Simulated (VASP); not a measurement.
Method: PBE GGA, VASP's PBE PAW potentials (set 64) (plane waves; VASP).

A VASP calculation is set up with these files.

**INCAR**
```
SYSTEM = SiC
PREC = Accurate
ENCUT = 520
EDIFF = 1E-6
NELM = 100
ALGO = Normal
LREAL = .FALSE.
LASPH = .TRUE.
ISMEAR = -1
SIGMA = 0.2
GGA = PE
LWAVE = .FALSE.
LCHARG = .FALSE.
ISIF = 2
```

File KPOINTS:
```
Automatic mesh
0
G
  7 7 4
0 0 0
```

**POSCAR**
```
SiC
5.1510
  0.3049504950  -0.5281896719   0.0000000000
  0.3049504950   0.5281896719   0.0000000000
  0.0000000000   0.0000000000   1.0000000000
Si C
2 2
Cartesian
  0.3049504950  -0.1760635761   0.5000000000
  0.3049504950   0.1760635761   0.0000000000
  0.3049504950  -0.1760635761   0.8750000000
  0.3049504950   0.1760635761   0.3750000000
```

POTCAR, in this order: Si C (PBE.64 set). Program: vasp_std.

Problem. What will the output report for the number of irreducible k-points (NKPTS), number of bands (NBANDS), largest plane-wave count, number of space-group operations, FFT grid (NGX, NGY, NGZ)?

Solution. 
- number of irreducible k-points (NKPTS): 24
- number of bands (NBANDS): 12
- largest plane-wave count: 1196
- number of space-group operations: 12
- FFT grid (NGX, NGY, NGZ): 24 × 24 × 40

The compound is SiC in the wurtzite structure, the rare 2H polytype. The cell was not relaxed at this level. The run is one of a series of settings (ISMEAR = -1, SIGMA = 0.2 against the base run), some of them coarse on purpose.
